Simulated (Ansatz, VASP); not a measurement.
**Two plane-wave programs on LaAl2TeRu2**

```
CELL_PARAMETERS angstrom
4.81517 0.00000 0.00000
0.00000 4.81517 0.00000
0.00000 0.00000 5.94092
ATOMIC_POSITIONS crystal
La 0.00000 0.00000 0.50000
Te 0.00000 0.00000 0.00000
Al 0.50000 0.50000 0.23964
Al 0.50000 0.50000 0.76036
Ru 0.00000 0.50000 0.00000
Ru 0.50000 0.00000 0.00000
```

Alike in both runs: functional r2SCAN; k mesh 4 × 4 × 3; occupations methfessel-paxton of order 1, width 0.1 eV; no spin polarisation.

Ansatz relaxed the structure, and its values are those at the end. VASP's run is a single point on that final structure, the one shown.

```csv
,VASP,Ansatz
version,VASP 6.6.1,Ansatz 0.2.0
potentials or method,"VASP PAW PBE potentials, release 64 (La, Te, Al, Ru_pv)",PAW plane waves
plane-wave cutoff (eV),520,500
valence electrons in the cell,51,65
```

|  | VASP | Ansatz | Ansatz less VASP |
| --- | --- | --- | --- |
| gap on the k mesh at the Fermi level (eV) | none | none | - |
| pressure (GPa) | -0.1 | 0.0 | +0.15 |

A gap of «none» marks a metal or a gap that the smearing closes. The two sets of potentials don't hold the same shells in valence.

Caveats: the PAW data sets were made with another functional, which shifts forces and pressure a little (VASP). Spin-orbit coupling is left out, which matters for the levels of La, Te.
